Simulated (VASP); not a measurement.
Level of theory: LDA (Ceperley-Alder, Perdew-Zunger), VASP's LDA PAW potentials (set 64) (plane waves; VASP).

Input for VASP

### KPOINTS
```
Automatic mesh
0
Gamma
8 8 8
0 0 0
```

### INCAR
```
SYSTEM=Si
PREC=Accurate; ENCUT=520; LREAL=.FALSE.
LASPH=.TRUE.
EDIFF=1E-7; NELM=100; ALGO=Normal
ISMEAR=0; SIGMA=0.05
ISIF=2
LWAVE=.FALSE.; LCHARG=.FALSE.
```

File POSCAR:
```
Si
1.0
  0.0000000000   2.6742055007   2.6742055007
  2.6742055007   0.0000000000   2.6742055007
  2.6742055007   2.6742055007   0.0000000000
Si
2
Direct
  0.0000000000   0.0000000000   0.0000000000
  0.2500000000   0.2500000000   0.2500000000
```

POTCAR, in this order: Si (LDA.64 set). Program: vasp_std.

What VASP printed:

### OSZICAR
```
       N       E                     dE             d eps       ncg     rms          rms(c)
DAV:   1     0.673093643990E+01    0.67309E+01   -0.32702E+03   464   0.773E+02
DAV:   2    -0.119487256717E+02   -0.18680E+02   -0.18174E+02   696   0.847E+01
DAV:   3    -0.121969968078E+02   -0.24827E+00   -0.24827E+00   600   0.123E+01
DAV:   4    -0.121981567293E+02   -0.11599E-02   -0.11599E-02   720   0.935E-01
DAV:   5    -0.121981575361E+02   -0.80679E-06   -0.80663E-06   616   0.227E-02    0.532E+00
DAV:   6    -0.119942455697E+02    0.20391E+00   -0.14369E-01   552   0.191E+00    0.320E+00
DAV:   7    -0.119042200817E+02    0.90025E-01   -0.24474E-01   576   0.254E+00    0.290E-01
DAV:   8    -0.119041807860E+02    0.39296E-04   -0.69940E-03   496   0.627E-01    0.710E-02
DAV:   9    -0.119041585345E+02    0.22252E-04   -0.23490E-04   720   0.105E-01    0.618E-02
DAV:  10    -0.119041621519E+02   -0.36174E-05   -0.11885E-05   544   0.254E-02    0.399E-02
DAV:  11    -0.119041620554E+02    0.96477E-07   -0.89014E-07   744   0.668E-03
   1 F= -.11904162E+02 E0= -.11904162E+02  d E =-.180905E-11
```

OUTCAR:
```
------------------------ aborting loop because EDIFF is reached ----------------------------------------
  FORCE on cell =-STRESS in cart. coord.  units (eV):
  Direction    XX          YY          ZZ          XY          YZ          ZX
  --------------------------------------------------------------------------------------
  Total        0.7508603      0.7508603      0.7508603      0.0000000      0.0000000      0.0000000
  in kB       31.4525177     31.4525177     31.4525177      0.0000000      0.0000000      0.0000000
  external PRESSURE =      31.4525177 kB  Pullay stress =       0.0000000 kB
  volume of cell :       38.25
      direct lattice vectors                 reciprocal lattice vectors
     0.000000000  2.674205501  2.674205501    -0.186971420  0.186971420  0.186971420
     2.674205501  0.000000000  2.674205501     0.186971420 -0.186971420  0.186971420
     2.674205501  2.674205501  0.000000000     0.186971420  0.186971420 -0.186971420
 POSITION                                       TOTAL-FORCE (eV/Angst)
 -----------------------------------------------------------------------------------
      0.00000      0.00000      0.00000        -0.000000     -0.000000     -0.000000
      1.33710      1.33710      1.33710         0.000000      0.000000      0.000000
 -----------------------------------------------------------------------------------
    total drift:                                0.000000      0.000000     -0.000000
  FREE ENERGIE OF THE ION-ELECTRON SYSTEM (eV)
  ---------------------------------------------------
  free  energy   TOTEN  =       -11.9041620554 eV

  energy  without entropy=      -11.9041620554  energy(sigma->0) =      -11.90416206
```
(Selected blocks of OUTCAR.)

The compound is Si in the diamond structure. This cell is one point of a volume scan, at 0.97 of the reference volume.
